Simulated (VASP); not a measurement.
Consider the following.

```
CELL_PARAMETERS angstrom
      3.48863     0.00000     0.00000
      0.00000     3.48863     0.00000
      0.00000     0.00000     3.48863
ATOMIC_POSITIONS crystal
  Si 0.00000 0.00000 0.00000
  Ni 0.00000 0.50000 0.50000
  Ni 0.50000 0.00000 0.50000
  Ni 0.50000 0.50000 0.00000
```

Method: rev-vdW-DF2, VASP's PBE PAW potentials (set 64) (plane waves; VASP). Settings: 520 eV cut-off, Gaussian smearing of 0.050 eV, potentials Si Ni.

Q: Give the energies of bands 7 to 20 at the high-symmetry points, in eV from the Fermi level.

A: 
| band | Γ | X | M | R |
|---|---|---|---|---|
| 7 | -3.58 | -2.91 | -2.74 | -3.70 |
| 8 | -1.57 | -2.20 | -2.74 | -2.23 |
| 9 | -1.57 | -2.20 | -2.11 | -2.23 |
| 10 | -1.57 | -2.08 | -2.11 | -2.23 |
| 11 | -0.85 | -1.97 | -1.55 | -1.46 |
| 12 | -0.85 | -1.32 | -1.45 | -1.46 |
| 13 | -0.85 | -1.32 | -1.45 | -1.46 |
| 14 | -0.62 | -1.30 | -1.43 | -1.25 |
| 15 | -0.62 | -1.15 | -1.12 | -1.25 |
| 16 | -0.29 | -0.55 | -1.01 | -0.34 |
| 17 | 0.06 | 0.06 | -0.94 | -0.19 |
| 18 | 0.06 | 3.69 | 0.69 | -0.19 |
| 19 | 0.06 | 3.69 | 0.69 | -0.19 |
| 20 | 4.97 | 5.32 | 5.71 | 1.28 |

It has no gap at this level: it comes out as a metal or semimetal.

The compound is Ni3Si in the L1_2 structure. It was relaxed first. The run is not spin-polarised, so no magnetic state was tried.
